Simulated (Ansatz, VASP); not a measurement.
**One calculation of LiOs, two programs**

File POSCAR:

```
LiOs
1.0
    0.0000000000      2.3460738326      2.3460738326
    2.3460738326      0.0000000000      2.3460738326
    2.3460738326      2.3460738326      0.0000000000
Li Os
1 1
Direct
    0.0000000000      0.0000000000      0.0000000000
    0.5000000000      0.5000000000      0.5000000000
```

File INCAR.step1:

```
SYSTEM = LiOs
  ALGO = Normal
  EDIFF = 1E-4
  ENCUT = 600
  GGA = PE
  ISMEAR = 0
  LASPH = .True.
  LCHARG = .False.
  LREAL = .False.
  LWAVE = .True.
  NELM = 100
  PREC = Accurate
  SIGMA = 0.1
```

Contents of INCAR.step2:

```
SYSTEM = LiOs
  ALGO = Normal
  EDIFF = 1E-7
  EDIFFG = -0.04
  ENCUT = 600
  IBRION = 2
  ISIF = 3
  ISMEAR = 0
  ISTART = 1
  LASPH = .True.
  LCHARG = .False.
  LMIXTAU = .True.
  LREAL = .False.
  LWAVE = .False.
  METAGGA = R2SCAN
  NELM = 100
  NSW = 90
  PREC = Accurate
  SIGMA = 0.1
```

Contents of KPOINTS:

```
k-points
0
Gamma
  6 6 6
  0 0 0
```

Input for Ansatz:

```yaml
crystal:
  lattice:
    - [0.0, 2.3460738326, 2.3460738326]
    - [2.3460738326, 0.0, 2.3460738326]
    - [2.3460738326, 2.3460738326, 0.0]
  atoms:
    - { symbol: Li, position: [0.0, 0.0, 0.0] }
    - { symbol: Os, position: [0.5, 0.5, 0.5] }
basis:
  ecutwfc: 500
kpoints:
  mp_grid: { grid: [6, 6, 6] }
hamiltonian:
  xc: r2scan
scf:
  occupations: { method: gaussian, width: 0.1 }
  lower_state_search: "off"
output:
  forces: true
  stress: true
  eigenvalues: true
relax:
  adjacent_minimum: "off"
  f_tol: 0.04
  max_steps: 70
  cell: { stress_tol: 0.4 }
```

Alike in both runs: task relaxation of cell and atoms; functional r2SCAN; k mesh 6 × 6 × 6; occupations gaussian, width 0.1 eV; no spin polarisation.

```csv
,VASP,Ansatz
version,VASP 6.6.1,Ansatz 0.2.0
potentials or method,"VASP PAW PBE potentials, release 64 (Li_sv, Os)","scalar-relativistic, plane waves, PAW"
plane-wave cutoff (eV),600,500
valence electrons in the cell,11,19
```

```csv
,VASP,Ansatz,Ansatz less VASP
"gap on the k mesh at the Fermi level, each at its own relaxed structure (eV)",none,none,-
relaxed volume (Å³/atom),12.00,11.86,-0.138
relaxed cell length with the largest relative difference (Å),3.237,3.225,-0.0125
energy change over the relaxation (meV/atom),-28,-38,-9.7
```

A gap of «none» marks a metal or a gap that the smearing closes. The two sets of potentials don't hold the same shells in valence.

Caveats: the k mesh is coarse (spacing up to 0.39 Å⁻¹), so the values aren't converged; the cutoff is under 1.25 times the usual one of these potentials, so pressure, stress and relaxed cells hold a basis-set (Pulay) error (VASP); the PAW data sets were made with another functional, which shifts forces and pressure a little (VASP). Spin-orbit coupling is left out, which matters for the levels of Os.
